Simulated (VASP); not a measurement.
Here is the system:

```xyz
2
Lattice="0.0000 2.3913 2.3913 2.3913 0.0000 2.3913 2.3913 2.3913 0.0000" Properties=species:S:1:pos:R:3 pbc="T T T"
Cd     0.0000     0.0000     0.0000
O      2.3913     2.3913     2.3913
```

All values below come from PBE GGA, VASP's PBE PAW potentials (set 64) (plane waves; VASP 6.6.1). Run with 530 eV cut-off, 12×12×12 Γ-centred mesh, first-order Methfessel-Paxton smearing of 0.10 eV, potentials Cd O.

### Question
Estimate the energy per atom (σ→0), band gap (on the k-mesh) with the smallest direct gap where there is one.

### Answer

```yaml
band gap (on the k-mesh): none (metal, semimetal or under 0.01 eV)
energy per atom (σ→0): -3.864 eV/atom
```

Total energies compare only between runs with the same potentials, cut-off and functional.

The compound is CdO in the rock salt structure. It was relaxed first, which changed the volume by +5 %. The start is the result of an earlier pass.
